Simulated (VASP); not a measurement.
VASP ran on this input.

**KPOINTS**
```
Automatic mesh
0
gamma
9 9 9
0 0 0
```

### INCAR
```
! general
SYSTEM  = AlAs
PREC    = Accurate
ENCUT   = 500
LREAL   = .FALSE.
LASPH   = .TRUE.

! electronic loop
EDIFF   = 1E-6
NELM    = 100
ALGO    = Normal
LMAXMIX = 4

! smearing
ISMEAR  = 0
SIGMA   = 0.05

! functional
GGA     = PS

! ions
IBRION  = 2
NSW     = 40
ISIF    = 3
EDIFFG  = -0.02
PSTRESS = 450

! output
LWAVE   = .FALSE.
LCHARG  = .FALSE.
```

File POSCAR:
```
AlAs
1.0
  0.0000000000   2.5532647420   2.5532647420
  2.5532647420   0.0000000000   2.5532647420
  2.5532647420   2.5532647420   0.0000000000
Al As
1 1
Cartesian
  0.0000000000   0.0000000000   0.0000000000
  1.2766323710   1.2766323710   1.2766323710
```

POTCAR, in this order: Al As (PBE.64 set). Program: vasp_std.

Q: Translate this PBEsol calculation to Ansatz.

A: One equivalent input (not run):
Ansatz 0.2 input:
```yaml
crystal:
  lattice:
    - [0.0000000, 2.5532647, 2.5532647]
    - [2.5532647, 0.0000000, 2.5532647]
    - [2.5532647, 2.5532647, 0.0000000]
  atoms:
    - { symbol: Al, position: [0.0000000, 0.0000000, 0.0000000] }
    - { symbol: As, position: [0.2500000, 0.2500000, 0.2500000] }
kpoints:
  mp_grid: { grid: [9, 9, 9] }
hamiltonian:
  xc: pbesol
  pseudopotentials: { kind: paw }
scf:
  occupations: { method: gaussian, width: 0.05 }
  max_iter: 100
relax:
  max_steps: 40
  f_tol: 0.02
  cell: { p_target: 45 }
output: { forces: true, stress: true, eigenvalues: true }
```
What does not carry over: each code has its own PAW files, so the cut-off isn't converted (ENCUT is set for VASP's; basis.ecutwfc is left out, and Ansatz then takes the one that its files recommend); Ansatz stops its SCF on the density residual and VASP on the energy change (EDIFF).

The compound is AlAs in the zinc blende structure. It was relaxed first under an external pressure of 45 GPa.
